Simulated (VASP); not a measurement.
Given:

```
PbGeTe2
1.0
    4.47372     0.00000     0.00000
    0.00000     4.47372     0.00000
    0.00000     0.00000     6.22418
Ge Te Pb
1 2 1
Cartesian
  0.00000   0.00000   0.00000
  0.00000   0.00000   3.11209
  2.23686   2.23686   0.00000
  2.23686   2.23686   3.11209
```

Level of theory: r2SCAN meta-GGA, VASP's PBE PAW potentials (set 64) (plane waves; VASP). Numerical set-up: 400 eV cut-off, 6×6×4 Γ-centred mesh, tetrahedra with Blöchl corrections, potentials Ge_d Te Pb_d.

Unless said otherwise, spin-orbit coupling is left out, though it shifts the bands of the heavy elements here.

**Question.** Predict the energy per atom (σ→0), band gap (over mesh and band path) with the smallest direct gap where there is one.

**Answer.** 
```
Item                                                    Result
---------------------------------------------  ---------------
band gap (over mesh and band path)                     0.21 eV
smallest direct gap (over mesh and band path)          0.21 eV
energy per atom (σ→0)                          -30.418 eV/atom
```

The absolute energy has meaning only against runs of the same code, potentials and settings.

The structure comes from a computed database's GeTe2Pb entry (P4/mmm); how it stands against other phases isn't given here. It was relaxed first.
